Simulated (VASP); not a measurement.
VASP runs on AlN (space group P6_3mc) share one base input (PBE GGA, plane waves, VASP's PBE PAW potentials (set 64)) and change the settings named in each case.

**POSCAR**
```
AlN
1
    3.1640100000     0.0000000000     0.0000000000
   -1.5820050000     2.7401130000     0.0000000000
    0.0000000000     0.0000000000    10.3581570000
Al N
4 4
Direct
  0.0000000000   0.0000000000   0.0000000000
  0.0000000000   0.0000000000   0.5000000000
  0.6666670000   0.3333330000   0.7501800000
  0.3333330000   0.6666670000   0.2501800000
  0.0000000000   0.0000000000   0.8121600000
  0.0000000000   0.0000000000   0.3121600000
  0.6666670000   0.3333330000   0.5632900000
  0.3333330000   0.6666670000   0.0632900000
```

### INCAR
```
SYSTEM = AlN
PREC = Accurate
ENCUT = 400
EDIFF = 1E-6
NELM = 100
ALGO = Normal
LREAL = .FALSE.
LASPH = .TRUE.
ISMEAR = -1
SIGMA = 0.1
GGA = PE
LWAVE = .FALSE.
LCHARG = .FALSE.
ISIF = 2
```

**KPOINTS**
```
kpoints
0
G
 12 12 4
0 0 0
```

POTCAR, in this order: Al N (PBE.64 set). Program: vasp_std.

```csv
change,E(σ→0) (eV/atom),pressure (GPa),gap on the mesh (eV)
base run,-7.4169,-12.41,3.59
"GGA removed, POTCAR Al N (LDA.64 set)",-8.1462,-19.14,3.61
GGA = PS,-7.7864,-15.37,3.52
GGA = RP,-7.0675,[?],[?]
GGA = RE,-7.1225,[?],3.62
"GGA removed, LMIXTAU = .TRUE., METAGGA = R2SCAN",-9.5526,-17.71,4.24
GGA = 91,-7.4621,-12.65,3.62
```

Problem. Complete the blanks.

Solution. 
- GGA = RP, pressure (GPa): -9.51
- GGA = RP, gap on the mesh (eV): 3.63
- GGA = RE, pressure (GPa): -10.19

Energies of different potentials or functionals have different zeros.  At 400 eV the pressure can carry a Pulay error.

Left out are runs that ran out of time, are held back, or changed the cell or the kind of run, fixed moments of cells without a moment, rows past the twelfth, gaps on odd meshes, pressures of charged cells and columns that move by less than the noise.

The structure was generated: AlN was put into an ordered model structure, which need not be its known phase. The cell was not relaxed at this level, its lattice was scaled by up to 2.5 %.
